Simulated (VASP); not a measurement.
An input for Ansatz (written as the equivalent of a VASP run, and not itself run):

Ansatz 0.2 input:
```yaml
crystal:
  lattice:
    - [3.8333680, 0.0000000, 0.0000000]
    - [0.0000000, 3.8333680, 0.0000000]
    - [0.0000000, 0.0000000, 3.8333680]
  atoms:
    - { symbol: Fe, position: [0.0000000, 0.0000000, 0.0000000], spin: 4 }
    - { symbol: Mo, position: [0.5000000, 0.5000000, 0.5000000] }
    - { symbol: O, position: [0.0000000, 0.5000000, 0.5000000] }
    - { symbol: O, position: [0.5000000, 0.5000000, 0.0000000] }
    - { symbol: O, position: [0.5000000, 0.0000000, 0.5000000] }
kpoints:
  mp_grid: { grid: [5, 5, 5] }
hamiltonian:
  xc: lda
  pseudopotentials: { kind: paw }
magnetization: { spin_polarized: true }
scf:
  occupations: { method: fermi_dirac, width: 0.1 }
  max_iter: 100
output: { forces: true, stress: true, eigenvalues: true }
```

Problem. Write the VASP files for the same calculation (LDA).

Solution. Several could match; the one computed here: 
**POSCAR**
```
FeMoO3
1
    3.8333680000     0.0000000000     0.0000000000
    0.0000000000     3.8333680000     0.0000000000
    0.0000000000     0.0000000000     3.8333680000
Fe Mo O
1 1 3
Direct
  0.0000000000   0.0000000000   0.0000000000
  0.5000000000   0.5000000000   0.5000000000
  0.0000000000   0.5000000000   0.5000000000
  0.5000000000   0.5000000000   0.0000000000
  0.5000000000   0.0000000000   0.5000000000
```

**INCAR**
```
SYSTEM = FeMoO3
PREC = Accurate; ENCUT = 400; LREAL = .False.
LASPH = .True.
EDIFF = 1E-6; NELM = 100; ALGO = Normal
LMAXMIX = 4
ISMEAR = -1; SIGMA = 0.1
MAGMOM = 4.0 0.0 0.0 0.0 0.0
ISPIN = 2
ISIF = 2
LWAVE = .False.; LCHARG = .False.; LORBIT = 11
```

File KPOINTS:
```
Automatic mesh
0
Gamma
5 5 5
0 0 0
```

POTCAR, in this order: Fe Mo_sv O (LDA.64 set). Program: vasp_std.

What does not carry over: each code has its own PAW files, so the cut-off isn't converted (ENCUT is set for VASP's; basis.ecutwfc is left out, and Ansatz then takes the one that its files recommend); Ansatz stops its SCF on the density residual and VASP on the energy change (EDIFF); Ansatz's lda is the Perdew-Wang form, while the LDA potentials of VASP carry Perdew-Zunger's.

The structure was generated: FeMoO3 was put into an ordered model structure, which need not be its known phase. The cell was not relaxed at this level. The k-mesh is coarse (spacing up to 0.33 per Å, 2π included), so the numbers may not be converged in it. The run is one of a series of settings (GGA removed, POTCAR Fe Mo_sv O (LDA.64 set) against the base run), some of them coarse on purpose.
